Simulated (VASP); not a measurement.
A convergence study with VASP on La$_{2}$O$_{3}$ (a-type): one setting is varied, all else stays as given below, so the limit is that of these other settings.

```yaml
crystal:
  lattice:
    - [1.97000, -3.41214, 0.00000]
    - [1.97000, 3.41214, 0.00000]
    - [0.00000, 0.00000, 6.13000]
  atoms:
    - { symbol: La, position: [0.33333, 0.66667, 0.24700] }
    - { symbol: La, position: [0.66667, 0.33333, 0.75300] }
    - { symbol: O, position: [0.00000, 0.00000, 0.00000] }
    - { symbol: O, position: [0.33333, 0.66667, 0.64700] }
    - { symbol: O, position: [0.66667, 0.33333, 0.35300] }
```

All values below come from PBE GGA, VASP's PBE PAW potentials (set 64) (plane waves; VASP). The tightest run used: 700 eV cut-off, 15×15×9 Γ-centred mesh, Gaussian smearing of 0.050 eV, potentials La O.

Question: The settings run are 1×1×1 mesh; 2×2×1 mesh; 3×3×2 mesh; 4×4×2 mesh; 5×5×3 mesh; 6×6×3 mesh; 7×7×4 mesh; 8×8×5 mesh; 9×9×5 mesh; 10×10×6 mesh; 11×11×6 mesh; 12×12×7 mesh; 13×13×7 mesh; 14×14×8 mesh; 15×15×9 mesh. From which on does the stress (every component) stay within 0.2 GPa of the tightest run?

Answer: From 3×3×2 mesh on: it is off by 0.11 there and by no more than 0.2 in any finer run, while 2×2×1 mesh is off by 8.97.
```
setting       E (eV/atom)  pressure (GPa)  largest force (eV/Å)  irreducible k-points  difference judged (GPa)
------------  -----------  --------------  --------------------  --------------------  -----------------------
1×1×1 mesh        -8.9101          -13.72                 1.339                     1                    15.78
2×2×1 mesh        -8.2295            2.78                 0.386                     2                     8.97
3×3×2 mesh        -8.3681            0.54                 0.047                     6                     0.11
4×4×2 mesh        -8.3669            0.60                 0.064                     8                     0.16
5×5×3 mesh        -8.3677            0.59                 0.070                    12                     0.01
6×6×3 mesh        -8.3677            0.59                 0.070                    17                     0.01
7×7×4 mesh        -8.3678            0.63                 0.069                    28                     0.07
8×8×5 mesh        -8.3678            0.59                 0.070                    40                     0.01
9×9×5 mesh        -8.3678            0.60                 0.069                    50                     0.02
10×10×6 mesh      -8.3678            0.62                 0.069                    72                     0.05
11×11×6 mesh      -8.3678            0.60                 0.069                    84                     0.06
12×12×7 mesh      -8.3678            0.61                 0.070                   112                     0.03
13×13×7 mesh      -8.3678            0.60                 0.069                   126                     0.04
14×14×8 mesh      -8.3678            0.61                 0.069                   168                     0.03
15×15×9 mesh      -8.3678            0.58                 0.069                   211                     0.00
```

Left out are rungs that failed or repeat a setting and relaxations that didn't move; long series are thinned to 24 rows.

The compound is La2O3 in the a-type structure. The cell was not relaxed at this level, forces remain on its atoms.
